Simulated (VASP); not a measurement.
VASP input:

### INCAR
```
ALGO = Normal
EDIFF = 1E-6
EDIFFG = -0.02
ENCUT = 500
IBRION = 2
ISIF = 3
ISMEAR = 0
LASPH = T
LCHARG = F
LREAL = F
LWAVE = F
NELM = 100
NSW = 40
PREC = Accurate
PSTRESS = 200
SIGMA = 0.05
SYSTEM = NaCl
```

### POSCAR
```
NaCl
1
    0.0000000000     2.5586121379     2.5586121379
    2.5586121379     0.0000000000     2.5586121379
    2.5586121379     2.5586121379     0.0000000000
Na Cl
1 1
Direct
  0.0000000000   0.0000000000   0.0000000000
  0.5000000000   0.5000000000   0.5000000000
```

**KPOINTS**
```
Regular mesh
0
G
9 9 9
```

POTCAR, in this order: Na_pv Cl (LDA.64 set). Program: vasp_std.

Problem. Translate this LDA calculation to Quantum ESPRESSO's pw.x.

Solution. One equivalent input (not run):
```
&CONTROL
  calculation = 'vc-relax'
  pseudo_dir = './pseudo'
  outdir = './out'
  tprnfor = .true.
  tstress = .true.
  nstep = 40
  forc_conv_thr = 0.00078
/
&SYSTEM
  ibrav = 0
  nat = 2
  ntyp = 2
  ecutwfc = 88
  occupations = 'smearing'
  smearing = 'gaussian'
  degauss = 0.003675
  input_dft = 'pz'
/
&ELECTRONS
  conv_thr = 7.3e-08
  electron_maxstep = 100
/
&IONS
/
&CELL
  press = 200
/
ATOMIC_SPECIES
  Na 22.990 Na.upf
  Cl 35.450 Cl.upf
CELL_PARAMETERS angstrom
     0.0000000    2.5586121    2.5586121
     2.5586121    0.0000000    2.5586121
     2.5586121    2.5586121    0.0000000
ATOMIC_POSITIONS crystal
  Na   0.0000000  0.0000000  0.0000000
  Cl   0.5000000  0.5000000  0.5000000
K_POINTS automatic
  9 9 9 0 0 0
```
What does not carry over: the potentials are each code's own (VASP's PAW set, PseudoDojo norm-conserving files in pw.x), so ENCUT and ecutwfc are chosen apart and not converted; conv_thr bounds pw.x's estimated SCF error, while EDIFF bounds the energy change between steps; forc_conv_thr acts on force components and is met together with etot_conv_thr.

The compound is NaCl in the rock salt structure. This run relaxes it under an external pressure of 20 GPa. Symmetry was kept, so distortions that lower it aren't found.
